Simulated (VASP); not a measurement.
Output of a VASP run:

**OSZICAR**
```
       N       E                     dE             d eps       ncg     rms          rms(c)
DAV:   1     0.461551793595E+03    0.46155E+03   -0.22945E+04   500   0.199E+03
DAV:   2     0.222753841381E+02   -0.43928E+03   -0.42768E+03   604   0.494E+02
DAV:   3    -0.115533662936E+02   -0.33829E+02   -0.33730E+02   591   0.152E+02
DAV:   4    -0.122518262235E+02   -0.69846E+00   -0.69789E+00   792   0.200E+01
DAV:   5    -0.122619921292E+02   -0.10166E-01   -0.10146E-01   632   0.206E+00    0.123E+01
DAV:   6    -0.974849830023E+01    0.25135E+01   -0.94181E+00   724   0.410E+01    0.752E+00
DAV:   7    -0.981801234832E+01   -0.69514E-01   -0.15301E+00   520   0.869E+00    0.480E+00
DAV:   8    -0.982638839039E+01   -0.83760E-02   -0.55852E-01   646   0.156E+01    0.159E+00
DAV:   9    -0.979379742363E+01    0.32591E-01   -0.92541E-02   784   0.879E+00    0.644E-01
DAV:  10    -0.978945774190E+01    0.43397E-02   -0.80572E-02   717   0.706E+00    0.259E-01
DAV:  11    -0.978925203931E+01    0.20570E-03   -0.12295E-02   679   0.139E+00    0.711E-02
DAV:  12    -0.978933893382E+01   -0.86895E-04   -0.50255E-04   528   0.219E-01    0.740E-02
DAV:  13    -0.978931701005E+01    0.21924E-04   -0.32519E-04   566   0.647E-01    0.526E-02
DAV:  14    -0.978929431850E+01    0.22692E-04   -0.14902E-04   701   0.141E-01    0.171E-02
DAV:  15    -0.978929177372E+01    0.25448E-05   -0.26251E-05   645   0.818E-02    0.464E-03
DAV:  16    -0.978929156511E+01    0.20861E-06   -0.10145E-06   299   0.208E-02
   1 F= -.97892916E+01 E0= -.97892916E+01  d E =-.978929E+01
       N       E                     dE             d eps       ncg     rms          rms(c)
DAV:   1    -0.100508529696E+02   -0.26156E+00   -0.47944E+00   564   0.304E+01    0.391E+00
DAV:   2    -0.982369681045E+01    0.22716E+00   -0.95923E-01   547   0.104E+01    0.109E+00
DAV:   3    -0.980406077890E+01    0.19636E-01   -0.29101E-02   580   0.508E+00    0.712E-01
DAV:   4    -0.979980865068E+01    0.42521E-02   -0.14049E-02   757   0.150E+00    0.442E-01
DAV:   5    -0.979955386125E+01    0.25479E-03   -0.18142E-03   746   0.498E-01    0.931E-02
DAV:   6    -0.979947584294E+01    0.78018E-04   -0.37695E-04   909   0.807E-01    0.222E-02
DAV:   7    -0.979947350612E+01    0.23368E-05   -0.45492E-05   715   0.942E-02    0.134E-02
DAV:   8    -0.979947203312E+01    0.14730E-05   -0.18699E-05   742   0.847E-02    0.671E-03
DAV:   9    -0.979947112749E+01    0.90562E-06   -0.37995E-06   532   0.342E-02
   2 F= -.97994711E+01 E0= -.97994711E+01  d E =-.101796E-01
```

### OUTCAR
```
------------------------ aborting loop because EDIFF is reached ----------------------------------------
  FORCE on cell =-STRESS in cart. coord.  units (eV):
  Direction    XX          YY          ZZ          XY          YZ          ZX
  --------------------------------------------------------------------------------------
  Total       -0.0226925     -0.0226925     -0.0226925      0.0000000     -0.0000000      0.0000000
  in kB       -0.5342642     -0.5342642     -0.5342642      0.0000000     -0.0000000      0.0000000
  external PRESSURE =      -0.5342642 kB  Pullay stress =       0.0000000 kB
  volume of cell :       68.05
      direct lattice vectors                 reciprocal lattice vectors
     4.082679894  0.000000000  0.000000000     0.244937155 -0.000000000  0.000000000
     0.000000000  4.082679894  0.000000000    -0.000000000  0.244937155  0.000000000
    -0.000000000 -0.000000000  4.082679894    -0.000000000 -0.000000000  0.244937155
 POSITION                                       TOTAL-FORCE (eV/Angst)
 -----------------------------------------------------------------------------------
      0.00000      0.00000      0.00000        -0.000000      0.000000      0.000000
      2.04134      2.04134      2.04134         0.000000     -0.000000      0.000000
      2.04134      0.00000      2.04134        -0.000000     -0.000000      0.000000
     -0.00000      2.04134      2.04134         0.000000     -0.000000      0.000000
      2.04134      2.04134      0.00000        -0.000000      0.000000      0.000000
 -----------------------------------------------------------------------------------
    total drift:                                0.000000      0.000000     -0.000000
  FREE ENERGIE OF THE ION-ELECTRON SYSTEM (eV)
  ---------------------------------------------------
  free  energy   TOTEN  =        -9.7994711275 eV

  energy  without entropy=       -9.7994711275  energy(sigma->0) =       -9.79947113

 reached required accuracy - stopping structural energy minimisation
```
(Selected blocks of OUTCAR.)

POSCAR:
```
KZnF3
1
    4.0500000000     0.0000000000     0.0000000000
    0.0000000000     4.0500000000     0.0000000000
    0.0000000000     0.0000000000     4.0500000000
K Zn F
1 1 3
Direct
  0.0000000000   0.0000000000   0.0000000000
  0.5000000000   0.5000000000   0.5000000000
  0.5000000000   0.0000000000   0.5000000000
  0.0000000000   0.5000000000   0.5000000000
  0.5000000000   0.5000000000   0.0000000000
```

Reconstruct the remaining input files.

This is not unique; one that fits is the input of the run itself, optB88-vdW, plane waves, VASP's PBE PAW potentials (set 64).

**INCAR**
```
AGGAC = 0.0
ALGO = Normal
EDIFF = 1E-6
EDIFFG = -0.02
ENCUT = 520
GGA = BO
IBRION = 2
ISIF = 3
ISMEAR = 0
LASPH = .TRUE.
LCHARG = .FALSE.
LMAXMIX = 4
LREAL = .FALSE.
LUSE_VDW = .TRUE.
LWAVE = .FALSE.
NELM = 100
NSW = 60
PARAM1 = 0.1833333333
PARAM2 = 0.22
PREC = Accurate
SIGMA = 0.05
SYSTEM = KZnF3
```

### KPOINTS
```
Automatic mesh
0
Gamma
5 5 5
0 0 0
```

POTCAR, in this order: K_sv Zn F (PBE.64 set). Program: vasp_std.

Energy and stress use the plane-wave basis of the starting cell.

The compound is KZnF3 in the cubic perovskite structure. This run relaxes it. Symmetry was kept, so distortions that lower it aren't found. The start is the result of an earlier pass.
